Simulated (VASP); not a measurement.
```yaml
crystal:
  lattice:
    - [0.00000, 2.54461, 2.54461]
    - [2.54461, 0.00000, 2.54461]
    - [2.54461, 2.54461, 0.00000]
  atoms:
    - { symbol: Li, position: [0.00000, 0.00000, 0.00000] }
    - { symbol: Cl, position: [0.50000, 0.50000, 0.50000] }
```

Method: vdW-DF-cx, VASP's PBE PAW potentials (set 64) (plane waves; VASP). Numerical set-up: 520 eV cut-off, Gaussian smearing of 0.050 eV, potentials Li_sv Cl.

Question: What does the run give for the band gap (along the path) with the smallest direct gap where there is one?

Answer: 
The band gap (along the path) is 6.51 eV and the smallest direct gap (along the path) is 6.51 eV.

Total energies compare only between runs with the same potentials, cut-off and functional.

The compound is LiCl in the rock salt structure. It was relaxed first.
